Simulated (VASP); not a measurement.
```
CELL_PARAMETERS angstrom
      4.65063     0.00000     0.00000
      0.00000     4.65063     0.00000
      0.00000     0.00000     4.65063
ATOMIC_POSITIONS crystal
  Tl 0.00000 0.50000 0.50000
  Tl 0.50000 0.00000 0.50000
  Tl 0.50000 0.50000 0.00000
  Au 0.00000 0.00000 0.00000
```

Method: PBEsol GGA, VASP's PBE PAW potentials (set 64) (plane waves; VASP). Run with 400 eV cut-off, 8×8×8 Γ-centred mesh, tetrahedra with Blöchl corrections, potentials Tl_d Au.

**Question.** The job: Tl$_{3}$Au (space group Pm-3m), 4 atoms, PBEsol, static run, 400 eV, 8×8×8 Γ-centred mesh. Roughly how much core time does it take on a busy server core?

**Answer.** About 80 core-seconds (one run on a shared machine, a rough figure). It had 35 irreducible k-points, 30 bands, up to 1856 plane waves and 15 electronic steps.

The structure comes from a computed database's Tl3Au entry (Pm-3m); how it stands against other phases isn't given here. It was relaxed first, which changed the volume by -5 %.
